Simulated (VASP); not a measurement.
```xyz
3
Lattice="1.9165 -3.3195 0.0000 1.9165 3.3195 0.0000 0.0000 0.0000 6.2366" Properties=species:S:1:pos:R:3 pbc="T T T"
Sn     1.9165    -3.3195     0.0000
Se     1.9165     1.1065     1.5753
Se     1.9165    -1.1065     4.6613
```

The numbers are results of vdW-DF2, VASP's PBE PAW potentials (set 64) (plane waves; VASP), not measurements. Run with 520 eV cut-off, 6×6×3 Γ-centred mesh, Gaussian smearing of 0.050 eV, potentials Sn_d Se.

Energy and stress use the plane-wave basis of the starting cell.

The ions, cell shape and volume are relaxed. Which structure does the run end with?

```xyz
3
Lattice="2.0211 -3.5006 0.0000 2.0211 3.5006 0.0000 0.0000 0.0000 6.3825" Properties=species:S:1:pos:R:3 pbc="T T T"
Sn     2.0211     3.5006     6.3825
Se     2.0211     1.1669     1.6276
Se     2.0211    -1.1669     4.7549
```
Space group P-3m1 (164), at a tolerance of 0.03 Å.

How do energy and volume change from the first to the last step?

The energy (σ→0) changes by -90.6 meV/atom and the volume by +13.8 %, in 5 ionic steps.

```tsv
step	E(σ→0) (eV)	max force (eV/Å)	pressure (GPa)	volume (Å³)
1	-4.1406	0.908	8.42	79.35
2	-4.3307	0.579	-2.83	96.40
3	-4.4041	0.170	0.08	89.67
4	-4.4107	0.078	0.05	90.02
5	-4.4122	0.002	0.02	90.31
```

The compound is SnSe2 in the 1T layered structure. This run relaxes it. Symmetry was kept, so distortions that lower it aren't found.
